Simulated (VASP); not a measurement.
All values below come from TPSS meta-GGA, VASP's PBE PAW potentials (set 64) (plane waves; VASP).

The input files of a VASP run:

### INCAR
```
# general
SYSTEM  = KZnF3
PREC    = Accurate
ENCUT   = 520
LREAL   = .FALSE.
LASPH   = .TRUE.   # aspherical one-centre terms

# electronic loop
EDIFF   = 1E-7   # SCF stop (eV)
NELM    = 100   # most electronic steps
ALGO    = Normal   # blocked Davidson
LMAXMIX = 4
LMIXTAU = .TRUE.

# smearing
ISMEAR  = 0   # Gaussian
SIGMA   = 0.05

# functional
METAGGA = TPSS

# ions
ISIF    = 2   # forces and stress, cell fixed

# output
LWAVE   = .FALSE.
LCHARG  = .FALSE.
```

**KPOINTS**
```
Automatic mesh
0
G
  6 6 6
0 0 0
```

**POSCAR**
```
KZnF3
1
    4.0942019392     0.0000000000     0.0000000000
    0.0000000000     4.0942019392     0.0000000000
    0.0000000000     0.0000000000     4.0942019392
K Zn F
1 1 3
Direct
  0.0000000000   0.0000000000   0.0000000000
  0.5000000000   0.5000000000   0.5000000000
  0.5000000000   0.0000000000   0.5000000000
  0.0000000000   0.5000000000   0.5000000000
  0.5000000000   0.5000000000   0.0000000000
```

POTCAR, in this order: K_sv Zn F (PBE.64 set). Program: vasp_std.

What VASP printed:

### OSZICAR
```
       N       E                     dE             d eps       ncg     rms          rms(c)
DAV:   1     0.505802932288E+03    0.50580E+03   -0.24010E+04  1000   0.230E+03
DAV:   2     0.309601362355E+02   -0.47484E+03   -0.46075E+03  1315   0.579E+02
DAV:   3    -0.164548318169E+02   -0.47415E+02   -0.47182E+02  1140   0.187E+02
DAV:   4    -0.186090328995E+02   -0.21542E+01   -0.21473E+01  1766   0.458E+01
DAV:   5    -0.186328094691E+02   -0.23777E-01   -0.23759E-01  1248   0.354E+00    0.981E+01
DAV:   6    -0.429076012545E+02   -0.24275E+02   -0.27205E+02  1022   0.210E+02    0.381E+01
DAV:   7    -0.427967382411E+02    0.11086E+00   -0.35858E+00  1427   0.318E+01    0.254E+01
DAV:   8    -0.427880378075E+02    0.87004E-02   -0.47033E+00  1349   0.207E+01    0.138E+01
DAV:   9    -0.426284034811E+02    0.15963E+00   -0.21045E+00  1515   0.202E+01    0.124E+01
DAV:  10    -0.426225110038E+02    0.58925E-02   -0.55409E-01  1289   0.137E+01    0.239E+00
DAV:  11    -0.426865008301E+02   -0.63990E-01   -0.39892E-01  1265   0.738E+00    0.372E-01
DAV:  12    -0.426938101521E+02   -0.73093E-02   -0.25916E-02  1284   0.171E+00    0.201E-01
DAV:  13    -0.426895503858E+02    0.42598E-02   -0.86746E-03  1425   0.106E+00    0.169E-01
DAV:  14    -0.426964460509E+02   -0.68957E-02   -0.22117E-03  1110   0.618E-01    0.488E-02
DAV:  15    -0.426965483582E+02   -0.10231E-03   -0.28962E-04  1228   0.274E-01    0.470E-02
DAV:  16    -0.426966557722E+02   -0.10741E-03   -0.14000E-04  1540   0.169E-01    0.102E-02
DAV:  17    -0.426966756589E+02   -0.19887E-04   -0.44245E-05  1087   0.674E-02    0.576E-03
DAV:  18    -0.426966907053E+02   -0.15046E-04   -0.11987E-05  1073   0.378E-02    0.294E-03
DAV:  19    -0.426966930962E+02   -0.23909E-05   -0.93773E-07  1604   0.154E-02    0.141E-03
DAV:  20    -0.426966922738E+02    0.82238E-06   -0.23993E-07  1174   0.496E-03    0.274E-03
DAV:  21    -0.426966927290E+02   -0.45513E-06   -0.35005E-07   991   0.109E-02    0.819E-04
DAV:  22    -0.426966929321E+02   -0.20315E-06   -0.95078E-08   683   0.457E-03    0.235E-04
DAV:  23    -0.426966930102E+02   -0.78122E-07   -0.21382E-08   560   0.146E-03
   1 F= -.42696693E+02 E0= -.42696693E+02  d E =-.317978E-19
```

File OUTCAR:
```
------------------------ aborting loop because EDIFF is reached ----------------------------------------
  FORCE on cell =-STRESS in cart. coord.  units (eV):
  Direction    XX          YY          ZZ          XY          YZ          ZX
  --------------------------------------------------------------------------------------
  Total        0.0561476      0.0561476      0.0561476     -0.0000000     -0.0000000      0.0000000
  in kB        1.3107915      1.3107915      1.3107915     -0.0000000     -0.0000000      0.0000000
  external PRESSURE =       1.3107915 kB  Pullay stress =       0.0000000 kB
  volume of cell :       68.63
      direct lattice vectors                 reciprocal lattice vectors
     4.094201939  0.000000000  0.000000000     0.244247845  0.000000000  0.000000000
     0.000000000  4.094201939  0.000000000     0.000000000  0.244247845  0.000000000
     0.000000000  0.000000000  4.094201939     0.000000000  0.000000000  0.244247845
 POSITION                                       TOTAL-FORCE (eV/Angst)
 -----------------------------------------------------------------------------------
      0.00000      0.00000      0.00000         0.000000      0.000000      0.000000
      2.04710      2.04710      2.04710         0.000000      0.000000      0.000000
      2.04710      0.00000      2.04710         0.000000      0.000000      0.000000
      0.00000      2.04710      2.04710         0.000000      0.000000      0.000000
      2.04710      2.04710      0.00000         0.000000      0.000000      0.000000
 -----------------------------------------------------------------------------------
    total drift:                                0.000000      0.000000     -0.000000
  FREE ENERGIE OF THE ION-ELECTRON SYSTEM (eV)
  ---------------------------------------------------
  free  energy   TOTEN  =       -42.6966930102 eV

  energy  without entropy=      -42.6966930102  energy(sigma->0) =      -42.69669301
```
(Selected blocks of OUTCAR.)

The compound is KZnF3 in the cubic perovskite structure. It was relaxed first.
